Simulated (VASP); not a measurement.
# BaCa with LDA: from relaxation to properties

Aim: relax BaCa, then compute properties on the relaxed cell. The steps: rough relaxation of the start cell, relaxing cell and atoms (LDA), second relaxation, single point with fields (LDA), band structure (LDA), total and projected DOS (LDA), elastic constants (LDA) and vibrations at Γ (LDA). The cell is invented: it takes the structure of COD entry 9011033, Ca (space group 225 there), with some of its atoms replaced by other elements, volume scaled by an estimate. It may not be a known or stable phase.

Main program and level: VASP 6.6.1; LDA; plane waves and PAW (Ba_sv, Ca_sv); invented cell.

## Step 1: Starting point

Before any relaxation, the start is as follows. The structure is tetragonal, space group P4/mmm (No. 123). The conventional cell has a = 4.267 Å, b = 4.267 Å, c = 6.034 Å, α = 90.00°, β = 90.00°, γ = 90.00°. Nearest to Ba lie 4 Ba at 4.27 Å and 8 Ca at 4.27 Å. Nearest to Ca lie 4 Ca at 4.27 Å and 8 Ba at 4.27 Å. It derives from Ca. it takes the structure of COD entry 9011033, Ca (space group 225 there), with some of its atoms replaced by other elements, volume scaled by an estimate. Farther neighbours are not listed.

Coordinates:

```cif
data_structure
_symmetry_space_group_name_H-M 'P 1'
_symmetry_Int_Tables_number 1
_cell_length_a 4.2668
_cell_length_b 4.2668
_cell_length_c 6.0341
_cell_angle_alpha 90.000
_cell_angle_beta 90.000
_cell_angle_gamma 90.000
_cell_volume 109.85
loop_
_atom_site_label
_atom_site_type_symbol
_atom_site_fract_x
_atom_site_fract_y
_atom_site_fract_z
_atom_site_occupancy
Ba1 Ba 0.50000 0.50000 0.50000 1
Ca2 Ca 0.00000 0.00000 0.00000 1
```

## Step 2: Rough relaxation of the start cell

The start is only an estimate, so a cheap relaxation brings it near a minimum before any careful run. LDA, the lowest rung, knows the local density alone.

Contents of INCAR:

```
SYSTEM = BaCa
PREC = Normal
ENCUT = 400
EDIFF = 1E-05
NELM = 60
ISMEAR = 0
SIGMA = 0.05
LREAL = .FALSE.
ALGO = Fast
GGA = CA
NBANDS = 16
LORBIT = 11
LWAVE = .FALSE.
LCHARG = .FALSE.
IBRION = 2
NSW = 40
ISIF = 3
EDIFFG = -0.04
```

Contents of POSCAR:

```
BaCa
1.0
    4.2667770000      0.0000000000      0.0000000000
    0.0000000000      4.2667770000      0.0000000000
    0.0000000000      0.0000000000      6.0341340000
Ba Ca
1 1
Direct
    0.5000000000      0.5000000000      0.5000000000
    0.0000000000      0.0000000000      0.0000000000
```

Contents of KPOINTS:

```
Automatic mesh
0
Gamma
4 4 3
0 0 0
```

PAW data sets: Ba_sv and Ca_sv (LDA family, release 64).

Command:

```
> mpirun -np 1 vasp_std
```

What it wrote:

```text
[banner, memory and clock lines left out]
running    1 mpi-ranks, on    1 nodes
 distrk:  each k-point on    1 cores,    1 groups
 distr:  one band on    1 cores,    1 groups

 POSCAR found type information on POSCAR BaCa
 POSCAR found :  2 types and       2 ions
 LDA part: xc-table for (Slater(with rela. corr.)+CA(PZ))
 , standard interpolation
 POSCAR, INCAR and KPOINTS ok, starting setup
 FFT: planning ... GRIDC
 FFT: planning ... GRID_SOFT
 FFT: planning ... GRID
 WAVECAR not read
 entering main loop
       N       E                     dE             d eps       ncg     rms          rms(c)
DAV:   1     0.132966852295E+03    0.13297E+03   -0.77302E+03   384   0.875E+02
DAV:   2     0.353018052163E+01   -0.12944E+03   -0.12792E+03   488   0.233E+02
DAV:   3    -0.394580196049E+01   -0.74760E+01   -0.72412E+01   624   0.526E+01
DAV:   4    -0.431690980713E+01   -0.37111E+00   -0.37108E+00   560   0.961E+00
DAV:   5    -0.432502259513E+01   -0.81128E-02   -0.81128E-02   592   0.132E+00    0.294E+00
RMM:   6    -0.429143943406E+01    0.33583E-01   -0.24395E-02   399   0.108E+00    0.173E+00
RMM:   7    -0.428383926427E+01    0.76002E-02   -0.57465E-02   425   0.164E+00    0.171E-01
RMM:   8    -0.428404797476E+01   -0.20871E-03   -0.12410E-02   418   0.587E-01    0.154E-01
RMM:   9    -0.428303476871E+01    0.10132E-02   -0.54622E-03   447   0.328E-01    0.727E-02
RMM:  10    -0.428320500883E+01   -0.17024E-03   -0.18760E-03   450   0.140E-01    0.913E-02
RMM:  11    -0.428329758984E+01   -0.92581E-04   -0.88828E-04   414   0.976E-02    0.119E-01
RMM:  12    -0.428359409386E+01   -0.29650E-03   -0.10768E-03   424   0.136E-01    0.225E-01
RMM:  13    -0.428406143774E+01   -0.46734E-03   -0.97159E-04   414   0.146E-01    0.338E-01
RMM:  14    -0.428331565486E+01    0.74578E-03   -0.10788E-03   451   0.239E-01    0.118E-01
RMM:  15    -0.428325330044E+01    0.62354E-04   -0.34721E-04   397   0.101E-01    0.571E-02
RMM:  16    -0.428327282922E+01   -0.19529E-04   -0.52150E-05   318   0.444E-02    0.715E-02
RMM:  17    -0.428325523665E+01    0.17593E-04   -0.40311E-04   422   0.126E-01    0.437E-02
RMM:  18    -0.428324880602E+01    0.64306E-05   -0.40474E-05   324   0.361E-02
   1 F= -.42832488E+01 E0= -.42790635E+01  d E =-.428325E+01
 curvature:   0.00 expect dE= 0.000E+00 dE for cont linesearch  0.000E+00
 trial: gam= 0.00000 g(F)=  0.000E+00 g(S)=  0.823E-01 ort = 0.000E+00 (trialstep = 0.100E+01)
 search vector abs. value=  0.823E-01
 bond charge predicted
       N       E                     dE             d eps       ncg     rms          rms(c)
DAV:   1    -0.511125913896E+01   -0.82800E+00   -0.22877E+01   400   0.402E+01    0.455E+00
RMM:   2    -0.449360771960E+01    0.61765E+00   -0.15550E+00   422   0.104E+01    0.217E+00
RMM:   3    -0.432289550598E+01    0.17071E+00   -0.94704E-01   405   0.725E+00    0.270E-01
RMM:   4    -0.433529210418E+01   -0.12397E-01   -0.12449E-01   449   0.214E+00    0.182E-01
RMM:   5    -0.433921110066E+01   -0.39190E-02   -0.32639E-02   508   0.942E-01    0.162E-01
RMM:   6    -0.434092104545E+01   -0.17099E-02   -0.90339E-03   462   0.579E-01    0.577E-02
RMM:   7    -0.434181646333E+01   -0.89542E-03   -0.84276E-03   492   0.398E-01    0.615E-02
RMM:   8    -0.434207000073E+01   -0.25354E-03   -0.24898E-03   473   0.219E-01    0.817E-02
RMM:   9    -0.434228773965E+01   -0.21774E-03   -0.21729E-03   431   0.144E-01    0.109E-01
RMM:  10    -0.434234492899E+01   -0.57189E-04   -0.71821E-04   388   0.100E-01    0.100E-01
RMM:  11    -0.434241123524E+01   -0.66306E-04   -0.12937E-03   430   0.142E-01    0.193E-02
RMM:  12    -0.434244557213E+01   -0.34337E-04   -0.38880E-04   421   0.102E-01    0.283E-02
RMM:  13    -0.434252841854E+01   -0.82846E-04   -0.81421E-04   340   0.692E-02    0.341E-02
RMM:  14    -0.434253958082E+01   -0.11162E-04   -0.23267E-04   311   0.584E-02    0.118E-02
RMM:  15    -0.434258829681E+01   -0.48716E-04   -0.52674E-04   297   0.521E-02    0.741E-03
RMM:  16    -0.434260296901E+01   -0.14672E-04   -0.16845E-04   251   0.401E-02    0.689E-03
RMM:  17    -0.434263905442E+01   -0.36085E-04   -0.38188E-04   204   0.351E-02    0.801E-03
RMM:  18    -0.434264946674E+01   -0.10412E-04   -0.12537E-04   201   0.328E-02    0.658E-03
RMM:  19    -0.434267715562E+01   -0.27689E-04   -0.29693E-04   214   0.302E-02    0.545E-03
RMM:  20    -0.434268521380E+01   -0.80582E-05   -0.96527E-05   208   0.279E-02
   2 F= -.43426852E+01 E0= -.43381876E+01  d E =-.594364E-01
 trial-energy change:   -0.059436  1 .order   -0.057855   -0.082316   -0.033394
 step:   1.5266(harm=  1.6826)  dis= 0.00000  next Energy=    -4.351709 (dE=-0.685E-01)
 bond charge predicted
       N       E                     dE             d eps       ncg     rms          rms(c)
DAV:   1    -0.456839049061E+01   -0.22571E+00   -0.65079E+00   384   0.218E+01    0.238E+00
RMM:   2    -0.439638950296E+01    0.17200E+00   -0.44128E-01   425   0.550E+00    0.113E+00
RMM:   3    -0.434928492032E+01    0.47105E-01   -0.26655E-01   403   0.384E+00    0.142E-01
RMM:   4    -0.435211301157E+01   -0.28281E-02   -0.30583E-02   458   0.111E+00    0.101E-01
RMM:   5    -0.435305141633E+01   -0.93840E-03   -0.86455E-03   508   0.497E-01    0.909E-02
RMM:   6    -0.435353671621E+01   -0.48530E-03   -0.28988E-03   448   0.360E-01    0.495E-02
RMM:   7    -0.435368158301E+01   -0.14487E-03   -0.27479E-03   473   0.267E-01    0.263E-02
RMM:   8    -0.435377999788E+01   -0.98415E-04   -0.99182E-04   450   0.143E-01    0.358E-02
RMM:   9    -0.435387938521E+01   -0.99387E-04   -0.97000E-04   403   0.962E-02    0.496E-02
RMM:  10    -0.435391632313E+01   -0.36938E-04   -0.41229E-04   315   0.723E-02    0.457E-02
RMM:  11    -0.435396624042E+01   -0.49917E-04   -0.65695E-04   406   0.889E-02    0.707E-03
RMM:  12    -0.435398785183E+01   -0.21611E-04   -0.23830E-04   298   0.625E-02    0.133E-02
RMM:  13    -0.435403044261E+01   -0.42591E-04   -0.44954E-04   274   0.460E-02    0.962E-03
RMM:  14    -0.435404514530E+01   -0.14703E-04   -0.17337E-04   260   0.405E-02    0.598E-03
RMM:  15    -0.435407609711E+01   -0.30952E-04   -0.33187E-04   243   0.365E-02    0.603E-03
RMM:  16    -0.435408773738E+01   -0.11640E-04   -0.13348E-04   190   0.319E-02    0.710E-03
RMM:  17    -0.435411090005E+01   -0.23163E-04   -0.25622E-04   247   0.332E-02    0.699E-03
RMM:  18    -0.435411944700E+01   -0.85469E-05   -0.10171E-04   184   0.277E-02    0.528E-03
RMM:  19    -0.435413823935E+01   -0.18792E-04   -0.20253E-04   195   0.264E-02    0.533E-03
RMM:  20    -0.435414526321E+01   -0.70239E-05   -0.82001E-05   157   0.242E-02
   3 F= -.43541453E+01 E0= -.43496450E+01  d E =-.708965E-01
 curvature:  -0.80 expect dE=-0.324E-03 dE for cont linesearch -0.324E-03
 trial: gam=-0.06528 g(F)=  0.502E-65 g(S)=  0.406E-03 ort = 0.578E-02 (trialstep = 0.111E+01)
 search vector abs. value=  0.200E-05
 reached required accuracy - stopping structural energy minimisation
```

Run time: 9.8 s. Hardware: 1 MPI rank of Intel Xeon 6975P-C (Granite Rapids), shared host; peak memory 0.14 GiB.

Lines that name or quote the potential files are left out of all logs, and their timing lines are given in words.

OUTCAR, selected parts (step 2):

```text
ion  position               nearest neighbor table
   1  0.500  0.500  0.500-
   2  0.000  0.000  0.000-

  LATTYP: Found a simple tetragonal cell.
 ALAT       =     4.2667770000
 C/A-ratio  =     1.4142135856

 Subroutine GETGRP returns: Found 16 space group operations
 (whereof 16 operations were pure point group operations)

The static configuration has the point symmetry D_4h.

 Found     12 irreducible k-points:

   k-points           NKPTS =     12   k-points in BZ     NKDIM =     12   number of bands    NBANDS=     16

   dimension x,y,z NGX =    24 NGY =   24 NGZ =   30
   dimension x,y,z NGXF=    48 NGYF=   48 NGZF=   60

   ENCUT  =  400.0 eV  29.40 Ry    5.42 a.u.   6.96  6.96  9.84*2*pi/ulx,y,z

   NELECT =      20.0000    total number of electrons

 k-points in reciprocal lattice and weights: Automatic mesh
   0.00000000  0.00000000  0.00000000       0.021
   0.25000000  0.00000000  0.00000000       0.083
   0.50000000  0.00000000  0.00000000       0.042
   0.25000000  0.25000000  0.00000000       0.083
   0.50000000  0.25000000  0.00000000       0.083
   0.50000000  0.50000000  0.00000000       0.021
   0.00000000  0.00000000  0.33333333       0.042
   0.25000000  0.00000000  0.33333333       0.167
   0.50000000  0.00000000  0.33333333       0.083
   0.25000000  0.25000000  0.33333333       0.167
   0.50000000  0.25000000  0.33333333       0.167
   0.50000000  0.50000000  0.33333333       0.042

 average (electrostatic) potential at core
       1 -38.0188       2 -48.9160

 E-fermi :   1.8694

 k-point     1 :       0.0000    0.0000    0.0000
  band No.  band energies     occupation
    ...
      7     -11.6293      2.00000
      8     -11.6293      2.00000
      9      -1.5717      2.00000
     10       1.1135      2.00000
     11       1.8376      1.63038
     12       3.6522      0.00000
     13       3.8623      0.00000
     14       3.8623      0.00000
     15       3.8721      0.00000
     16       4.9863      0.00000

 k-point     2 :       0.2500    0.0000    0.0000
  band No.  band energies     occupation
    ...
      6     -11.9197      2.00000
      7     -11.8655      2.00000
      8     -11.6040      2.00000
      9      -0.8420      2.00000
     10       1.7210      1.99997
     11       2.1031      0.00000
     12       2.7363      0.00000
     13       3.4985      0.00000
     14       3.9743      0.00000
     15       4.1628      0.00000
    ...

 k-point     3 :       0.5000    0.0000    0.0000
  band No.  band energies     occupation
    ...
      6     -12.1872      2.00000
      7     -11.8334      2.00000
      8     -11.5784      2.00000
      9       0.7127      2.00000
     10       1.0245      2.00000
     11       2.1004      0.00000
     12       2.7509      0.00000
     13       3.1877      0.00000
     14       3.1992      0.00000
     15       4.2924      0.00000
    ...

  Total       -0.0745934     -0.0745934     -0.0754580      0.0000000      0.0000000      0.0000000
  in kB       -1.2268702     -1.2268702     -1.2410912      0.0000000      0.0000000      0.0000000
  external PRESSURE =      -1.2316106 kB  Pullay stress =       0.0000000 kB

  energy-cutoff  :      400.00
  volume of cell :       97.41
      direct lattice vectors                 reciprocal lattice vectors
     4.099668177  0.000000000 -0.000000000     0.243922180  0.000000000 -0.000000000
     0.000000000  4.099668177  0.000000000    -0.000000000  0.243922180 -0.000000000
     0.000000000  0.000000000  5.795820597     0.000000000  0.000000000  0.172538122

 POSITION                                       TOTAL-FORCE (eV/Angst)
 -----------------------------------------------------------------------------------
      2.04983      2.04983      2.89791        -0.000000     -0.000000      0.000000
      0.00000      0.00000      0.00000         0.000000      0.000000      0.000000
 -----------------------------------------------------------------------------------
    total drift:                                0.000000      0.000000     -0.000000

  FREE ENERGIE OF THE ION-ELECTRON SYSTEM (eV)
  ---------------------------------------------------
  free  energy   TOTEN  =        -4.3541452632 eV

  energy  without entropy=       -4.3451446455  energy(sigma->0) =       -4.34964495

 reached required accuracy - stopping structural energy minimisation

 total charge
# of ion       s       p       d       tot
------------------------------------------
    1        2.076   5.535   0.325   7.937
    2        2.101   5.818   0.153   8.073
--------------------------------------------------
tot          4.177  11.354   0.479  16.009

[... 3 further parts left out ...]
```

CONTCAR:

```
BaCa
   1.00000000000000
     4.0996681771700141    0.0000000000000000   -0.0000000000000000
     0.0000000000000000    4.0996681771700141    0.0000000000000000
     0.0000000000000000    0.0000000000000000    5.7958205965760676
  Ba              Ca
     1     1
Direct
     0.5000000000000000    0.5000000000000000    0.5000000000000000
     0.0000000000000000    0.0000000000000000    0.0000000000000000
```

The k-mesh is coarse for a metal. Harder data sets than Ba_sv exist (the GW ones), and pressures, volumes and forces can shift noticeably with them. This relaxation is a rough one on cheap settings, only to bring the start near its minimum. After so large a change of volume the plane waves of the start cell no longer fit, so the final stress carries a basis-set error. The run keeps the 16 symmetry operations of its start, so it cannot find a distortion of lower symmetry.

Step by step:

| step | energy less that of the first step (eV) | largest force (eV/Å) | pressure (GPa) | volume (Å³) |
| --- | --- | --- | --- | --- |
| 1 | 0.0000 | 0.0000 | -1.56 | 109.85 |
| 2 | -0.0594 | 0.0000 | -0.68 | 101.59 |
| 3 | -0.0709 | 0.0000 | -0.12 | 97.41 |

| conventional cell, symmetrised | before | after | change |
| --- | --- | --- | --- |
| a (Å) | 4.267 | 4.100 | -3.9 % |
| b (Å) | 4.267 | 4.100 | -3.9 % |
| c (Å) | 6.034 | 5.796 | -3.9 % |
| volume (Å³/atom) | 54.93 | 48.71 | -11.3 % |

The relaxed structure:

```xyz
2
Lattice="4.0997 0.0000 0.0000 0.0000 4.0997 0.0000 0.0000 0.0000 5.7958" Properties=species:S:1:pos:R:3 pbc="T T T"
Ba    2.0498    2.0498    2.8979
Ca    0.0000    0.0000    0.0000
```

This step gave:

```
electrons                       : 20
bands                           : 16
irreducible k-points            : 12
symmetry operations             : 16
free energy (TOTEN)             : -4.354 eV
energy at zero smearing         : -4.350 eV
Fermi energy                    : 1.869 eV
pressure                        : -0.1232 GPa
metallic                        : yes
SCF cycles over all ionic steps : 58
```

It ends with forces that vanish by symmetry and a pressure of -0.12 GPa.

(Continued in part 2 of 3.)

[Lines on the potential files, build, host, timing and source positions are cut from VASP's logs without a mark.]

[Logs are printed without paths, hosts, clocks, repeated set-up lines and the standing remarks that a program may print on its own settings, such as how far it seeks lower states.]

[Hosts, paths, dates, database ids (printed as entryN), source tags and the programs' standing remarks are cut or masked in the printed files.]

[A measured line is paired with the nearest computed mode of its activity, which favours agreement.]
